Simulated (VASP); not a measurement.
Data:

```xyz
3
Lattice="0.0000 2.8558 2.8416 2.8558 0.0000 2.8416 2.8558 2.8558 0.0000" Properties=species:S:1:pos:R:3 pbc="T T T"
Li     1.4279     1.4279     1.4208
Li     4.2837     4.2837     4.2624
S      0.0000     0.0000     0.0000
```

The numbers are results of r2SCAN meta-GGA, VASP's PBE PAW potentials (set 64) (plane waves; VASP), not measurements. Run with 600 eV cut-off, 6×6×6 Γ-centred mesh, Gaussian smearing of 0.050 eV, potentials Li_sv S.

Problem. Estimate the energy per atom (σ→0).

Solution. 
```yaml
energy per atom (σ→0): -5.795 eV/atom
```

The compound is Li2S in the antifluorite structure. This cell was strained or had an atom moved on purpose.
